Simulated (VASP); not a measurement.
Set up this calculation in VASP 6.6.1, as the native input.

```
Task                   : relaxation of cell and atoms
Functional             : PBE
Dispersion             : D4
Potentials or basis    : VASP PAW PBE potentials, release 64 (Sn_d, O)
Cutoff                 : 520 eV
k mesh                 : 8 × 8 × 6
Occupations            : gaussian, width 0.02 eV
Spin                   : no spin polarisation
Further INCAR settings : ALGO = Fast; EDIFF = 1e-07; IBRION = 2; EDIFFG = -0.002; NSW = 80; ISIF = 3
```

The structure of SnO lies in POSCAR:

```
SnO                                     
1.0
    3.8332842482      0.0000000000      0.0000000000
    0.0000000000      3.8332842482      0.0000000000
    0.0000000000     -0.0000000000      4.7215305643
  Sn              O             
     2     2
Direct
     0.5000000000000000    0.0000000000000000    0.2463533799828345
     0.0000000000000000    0.5000000000000000    0.7536466200171654
     0.0000000000000000    0.0000000000000000    0.0000000000000000
     0.5000000000000000    0.5000000000000000    0.0000000000000000
```

The input as run:

INCAR

```
PREC = Accurate
ENCUT = 520
EDIFF = 1E-7
ISMEAR = 0
SIGMA = 0.02
LREAL = F
LASPH = T
NELM = 60
ALGO = Fast
ISIF = 3
LWAVE = F
LCHARG = F
GGA = PE
IVDW = 13
IBRION = 2
NSW = 80
EDIFFG = -0.002
```

KPOINTS

```
regular mesh
0
Gamma
  8 8 6
```

Potentials or basis: VASP PAW PBE potentials, release 64 (Sn_d, O).

Command:

```console
$ cat potpaw_PBE.64/Sn_d/POTCAR potpaw_PBE.64/O/POTCAR > POTCAR
$ mpirun -np 1 vasp_std > vasp.out
```

It gave:

The relaxed volume is 17.35 Å³/atom, the relaxed cell is a = 3.833 Å, b = 3.833 Å, c = 4.722 Å, α = 90.00°, β = 90.00°, γ = 90.00° and the space group after relaxing (to 0.05 Å) is P4/nmm (No. 129). The energy gained by relaxing is 0.0 meV/atom and the ionic steps are 3. The pressure after relaxing is 0.0 GPa and the band gap on the k mesh is none (metal or under the smearing width). The dispersion energy per atom is -0.276 eV.

Caveat: pairwise dispersion overbinds metals, which lowers pressure and volume.

Run time: 2.8 min on 1 thread of Intel(R) Xeon(R) Platinum 8375C CPU @ 2.90GHz (Ice Lake) (shared host), peak memory 0.24 GiB.
